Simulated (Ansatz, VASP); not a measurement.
## WS2 (Tungstenite) in two plane-wave programs

Aim: how closely do two programs agree when they are given the same cell, functional and k mesh? The cell is taken from a series of runs on this material, whose earlier steps may have relaxed, scaled, displaced or heated it; both programs get it as it stands.

Program: Ansatz 0.2.0. Level of theory: plane waves, with VASP 6.6.1 beside it; single point at PBE0. Results are calculated unless marked as measured.

## (1) The starting structure

Symmetry: P6_3/mmc, No. 194, hexagonal system. Conventional cell: a = 3.180 Å, b = 3.180 Å, c = 12.500 Å, α = 90.00°, β = 90.00°, γ = 120.00°. W has 6 S at 2.41 Å nearest. Nearest to S lie 3 W at 2.41 Å. Farther neighbours and most contacts between anions are not listed.

As a file:

```xyz
6
Lattice="3.1800 0.0000 0.0000 -1.5900 2.7540 0.0000 0.0000 0.0000 12.5000" Properties=species:S:1:pos:R:3 pbc="T T T"
W     0.0000    1.8360    3.1250
W     1.5900    0.9180    9.3750
S     0.0000    1.8360    7.8125
S     1.5900    0.9180    1.5625
S     0.0000    1.8360   10.9375
S     1.5900    0.9180    4.6875
```

## (2) VASP: single point, PBE0

A single point gives forces, pressure and levels at one fixed geometry, so differences don't come from the geometry; what else differs is listed under the comparison.

Lines of VASP's logs that name or quote its potential files are left out, and so is its time.

The run reads the wave functions of an earlier VASP run, which isn't shown here.

Contents of INCAR:

```
SYSTEM = WS2
PREC = Accurate
ENCUT = 400
EDIFF = 1E-06
NELM = 100
ISMEAR = 0
SIGMA = 0.01
LREAL = .FALSE.
ALGO = Normal
LHFCALC = .TRUE.
AEXX = 0.25
GGA = PE
LASPH = .TRUE.
NBANDS = 24
PRECFOCK = Fast
LORBIT = 11
LWAVE = .FALSE.
LCHARG = .FALSE.
KPAR = 8
ISIF = 2
```

Contents of POSCAR:

```
WS2
1.0
    3.1800000000      0.0000000000      0.0000000000
   -1.5900000000      2.7539607840      0.0000000000
    0.0000000000      0.0000000000     12.5000000000
W S
2 4
Direct
    0.3333333333      0.6666666667      0.2500000000
    0.6666666667      0.3333333333      0.7500000000
    0.3333333333      0.6666666667      0.6250000000
    0.6666666667      0.3333333333      0.1250000000
    0.3333333333      0.6666666667      0.8750000000
    0.6666666667      0.3333333333      0.3750000000
```

Contents of KPOINTS:

```
Automatic mesh
0
Gamma
6 6 2
0 0 0
```

PAW data sets: W and S (PBE family, release 64).

On the command line:

```
$ mpirun -np 8 vasp_std
```

Numbers of over 12 decimals in the logs are rounded to 6 here.

The program printed:

```text
[banner, memory and clock lines left out]
running    8 mpi-ranks, on    1 nodes
 distrk:  each k-point on    1 cores,    8 groups
 distr:  one band on    1 cores,    1 groups

 POSCAR found type information on POSCAR W S
 POSCAR found :  2 types and       6 ions
|                                                                             |
|           W    W    AA    RRRRR   N    N  II  N    N   GGGG   !!!           |
|           W    W   A  A   R    R  NN   N  II  NN   N  G    G  !!!           |
|           W    W  A    A  R    R  N N  N  II  N N  N  G       !!!           |
|           W WW W  AAAAAA  RRRRR   N  N N  II  N  N N  G  GGG   !            |
|           WW  WW  A    A  R   R   N   NN  II  N   NN  G    G                |
|           W    W  A    A  R    R  N    N  II  N    N   GGGG   !!!           |
|                                                                             |
|     For optimal performance we recommend to set                             |
|       NCORE = 2 up to number-of-cores-per-socket                            |
|     NCORE specifies how many cores store one orbital (NPAR=cpu/NCORE).      |
|     This setting can greatly improve the performance of VASP for DFT.       |
|     The default, NCORE=1 might be grossly inefficient on modern             |
|     multi-core architectures or massively parallel machines. Do your        |
|     Unfortunately you need to use the default for GW and RPA                |
|     calculations (for HF NCORE is supported but not extensively tested      |
|     yet).                                                                   |
|                                                                             |

 LDA part: xc-table for (Slater+PW92), standard interpolation
 found WAVECAR, reading the header
 POSCAR, INCAR and KPOINTS ok, starting setup
 FFT: planning ... GRIDC
 FFT: planning ... GRID_SOFT
 FFT: planning ... GRID
 reading WAVECAR
 the WAVECAR file was read successfully
 initial charge from wavefunction
 entering main loop
       N       E                     dE             d eps       ncg     rms          rms(c)
DAV:   1    -0.609419227302E+02   -0.60942E+02   -0.20250E+00   704   0.150E+01    0.127E+01
DAV:   2    -0.609397100617E+02    0.22127E-02   -0.74198E-02   752   0.149E+00    0.747E+00
DAV:   3    -0.609376263839E+02    0.20837E-02   -0.23353E-02   864   0.826E-01    0.429E+00
DAV:   4    -0.609365715652E+02    0.10548E-02   -0.25255E-03   808   0.318E-01    0.257E+00
DAV:   5    -0.609361218056E+02    0.44976E-03   -0.18990E-03   816   0.228E-01    0.154E+00
DAV:   6    -0.609361519386E+02   -0.30133E-04   -0.42230E-04   840   0.119E-01    0.868E-01
DAV:   7    -0.609361229031E+02    0.29036E-04   -0.73088E-05   896   0.602E-02    0.490E-01
DAV:   8    -0.609361278384E+02   -0.49353E-05   -0.29979E-05   896   0.300E-02    0.288E-01
DAV:   9    -0.609361273988E+02    0.43964E-06   -0.39199E-06   816   0.120E-02
   1 F= -.60936127E+02 E0= -.60936127E+02  d E =-.299526E-38
```

From OUTCAR (step 2):

```text
ion  position               nearest neighbor table
   1  0.333  0.667  0.250-   4 2.41   6 2.41   4 2.41   6 2.41   4 2.41   6 2.41
   2  0.667  0.333  0.750-   3 2.41   5 2.41   3 2.41   5 2.41   3 2.41   5 2.41
   3  0.333  0.667  0.625-   2 2.41   2 2.41   2 2.41
   4  0.667  0.333  0.125-   1 2.41   1 2.41   1 2.41
   5  0.333  0.667  0.875-   2 2.41   2 2.41   2 2.41
   6  0.667  0.333  0.375-   1 2.41   1 2.41   1 2.41

  LATTYP: Found a hexagonal cell.
 ALAT       =     3.1800000000
 C/A-ratio  =     3.9308176101

 Subroutine GETGRP returns: Found 24 space group operations
 (whereof 12 operations were pure point group operations)

The static configuration has the point symmetry D_3d.
 The point group associated with its full space group is D_6h.

 Found     14 irreducible k-points:

   k-points           NKPTS =     14   k-points in BZ     NKDIM =     72   number of bands    NBANDS=     24

   dimension x,y,z NGX =    24 NGY =   24 NGZ =   84
   dimension x,y,z NGXF=    48 NGYF=   48 NGZF=  168

   ENCUT  =  400.0 eV  29.40 Ry    5.42 a.u.   5.19  5.19 20.38*2*pi/ulx,y,z

   NELECT =      36.0000    total number of electrons

 k-points in reciprocal lattice and weights: Automatic mesh
   0.00000000  0.00000000  0.00000000       0.014
   0.16666667  0.00000000  0.00000000       0.083
   0.33333333  0.00000000  0.00000000       0.083
   0.50000000  0.00000000  0.00000000       0.042
   0.16666667  0.16666667  0.00000000       0.083
   0.33333333  0.16666667  0.00000000       0.167
   0.33333333  0.33333333  0.00000000       0.028
   0.00000000  0.00000000  0.50000000       0.014
   0.16666667  0.00000000  0.50000000       0.083
[...]
0.33333333  0.16666667  0.50000000       0.167
   0.33333333  0.33333333  0.50000000       0.028

  exchange ACFDT corr.  =         0.00000000  see jH, gK, PRB 81, 115126

 average (electrostatic) potential at core
       1 -35.8241       2 -35.8241       3 -82.1063       4 -82.1063       5 -82.1063
       6 -82.1063

 E-fermi :   5.4101

 k-point     1 :       0.0000    0.0000    0.0000
  band No.  band energies     occupation
    ...
     14       2.8283      2.00000
     15       2.8283      2.00000
     16       3.4761      2.00000
     17       4.1180      2.00000
     18       5.3211      2.00000
     19       9.0160      0.00000
     20       9.0167      0.00000
     21       9.0298      0.00000
     22       9.0312      0.00000
     23       9.0693      0.00000
    ...

 k-point     2 :       0.1667    0.0000    0.0000
  band No.  band energies     occupation
    ...
     14       2.1508      2.00000
     15       2.6857      2.00000
     16       3.5571      2.00000
     17       4.0016      2.00000
     18       4.4243      2.00000
     19       8.2288      0.00000
     20       8.6749      0.00000
     21       8.8657      0.00000
     22       8.8996      0.00000
     23       8.9214      0.00000
    ...

 k-point     3 :       0.3333    0.0000    0.0000
  band No.  band energies     occupation
    ...
     14       2.6711      2.00000
     15       2.6873      2.00000
     16       2.7839      2.00000
     17       3.1192      2.00000
     18       3.3721      2.00000
     19       8.3296      0.00000
     20       8.5255      0.00000
     21       8.6777      0.00000
     22       9.1061      0.00000
     23       9.5933      0.00000
    ...

  Total       -3.0955579     -3.0955579     -1.8389419      0.0000000     -0.0000000      0.0000000
  in kB      -45.3058854    -45.3058854    -26.9143382      0.0000000     -0.0000000      0.0000000
  external PRESSURE =     -39.1753697 kB  Pullay stress =       0.0000000 kB

  energy-cutoff  :      400.00
  volume of cell :      109.47
      direct lattice vectors                 reciprocal lattice vectors
     3.180000000  0.000000000  0.000000000     0.314465409  0.181556688  0.000000000
    -1.590000000  2.753960784  0.000000000     0.000000000  0.363113377  0.000000000
     0.000000000  0.000000000 12.500000000     0.000000000  0.000000000  0.080000000

 POSITION                                       TOTAL-FORCE (eV/Angst)
 -----------------------------------------------------------------------------------
     -0.00000      1.83597      3.12500        -0.000000     -0.000000      0.000000
      1.59000      0.91799      9.37500         0.000000      0.000000      0.000000
     -0.00000      1.83597      7.81250         0.000000     -0.000000      0.511497
      1.59000      0.91799      1.56250        -0.000000      0.000000      0.511497
     -0.00000      1.83597     10.93750         0.000000     -0.000000     -0.511497
      1.59000      0.91799      4.68750        -0.000000     -0.000000     -0.511497
 -----------------------------------------------------------------------------------
    total drift:                               -0.000003     -0.000000      0.000088

  FREE ENERGIE OF THE ION-ELECTRON SYSTEM (eV)
  ---------------------------------------------------
  free  energy   TOTEN  =       -60.9361273988 eV

  energy  without entropy=      -60.9361273988  energy(sigma->0) =      -60.93612740

 total charge
# of ion       s       p       d       tot
------------------------------------------
    1        0.654   0.733   4.441   5.829
    2        0.654   0.733   4.441   5.829
    3        1.354   2.367   0.000   3.721
    4        1.354   2.367   0.000   3.721
    5        1.354   2.367   0.000   3.721
    6        1.354   2.367   0.000   3.721
--------------------------------------------------
tot          6.723  10.935   8.883  26.541

[... 3 further parts left out ...]
```

The run ends at a pressure of -3.92 GPa, with forces up to 0.51 eV/Å.

(Continued in part 2 of 2.)

[Lines on the potential files, build, host, timing and source positions are cut from VASP's logs without a mark.]

[Logs are printed without paths, hosts, clocks, repeated set-up lines and the standing remarks that a program may print on its own settings, such as how far it seeks lower states.]

[Hosts, paths, dates, database ids (printed as entryN), source tags and the programs' standing remarks are cut or masked in the printed files.]
